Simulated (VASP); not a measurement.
OSZICAR of a VASP run on Al3Sc (L1_2):

OSZICAR:
```
       N       E                     dE             d eps       ncg     rms          rms(c)
DAV:   1     0.115887354880E+03    0.11589E+03   -0.82441E+03   980   0.128E+03
DAV:   2    -0.122057484495E+02   -0.12809E+03   -0.12629E+03   980   0.369E+02
DAV:   3    -0.201788998966E+02   -0.79732E+01   -0.77473E+01  1582   0.766E+01
DAV:   4    -0.203246769808E+02   -0.14578E+00   -0.14540E+00  1446   0.960E+00
DAV:   5    -0.203269709441E+02   -0.22940E-02   -0.22794E-02  1358   0.125E+00    0.872E+00
DAV:   6    -0.193728268347E+02    0.95414E+00   -0.48247E+00  1618   0.255E+01    0.306E+00
DAV:   7    -0.193266733020E+02    0.46154E-01   -0.89973E-02  1278   0.269E+00    0.176E+00
DAV:   8    -0.193036982953E+02    0.22975E-01   -0.38111E-02  1430   0.168E+00    0.220E-01
DAV:   9    -0.193031943797E+02    0.50392E-03   -0.27011E-03  1244   0.482E-01    0.853E-02
DAV:  10    -0.193031838592E+02    0.10521E-04   -0.16422E-04  1544   0.119E-01    0.660E-02
DAV:  11    -0.193032081214E+02   -0.24262E-04   -0.29671E-05  1568   0.418E-02    0.418E-02
DAV:  12    -0.193032056415E+02    0.24798E-05   -0.34122E-05  1554   0.639E-02    0.441E-03
DAV:  13    -0.193032110283E+02   -0.53868E-05   -0.13372E-06  1416   0.137E-02    0.225E-03
DAV:  14    -0.193032067755E+02    0.42528E-05   -0.44234E-07  1148   0.745E-03    0.102E-03
DAV:  15    -0.193032077323E+02   -0.95674E-06   -0.38528E-08   730   0.333E-03    0.432E-04
DAV:  16    -0.193032078482E+02   -0.11598E-06   -0.99409E-09   700   0.119E-03    0.143E-04
DAV:  17    -0.193032080618E+02   -0.21360E-06   -0.62445E-09   670   0.137E-03    0.185E-04
DAV:  18    -0.193032080360E+02    0.25882E-07   -0.28440E-09   604   0.663E-04
   1 F= -.19303208E+02 E0= -.19303208E+02  d E =0.000000E+00
```

Task: Which electronic solver shows in the log?

Result: It is blocked Davidson (ALGO = Normal, or the opening steps of other solvers). The INCAR had ALGO = Normal.

Task: Can the final energy be trusted as converged?

Result: The calculation finished and met its thresholds. It stopped with EDIFF = 1E-7, NELM = 100 (PBE GGA, plane waves, VASP's PBE PAW potentials (set 64)).

The compound is Al3Sc in the L1_2 structure. It was relaxed first.
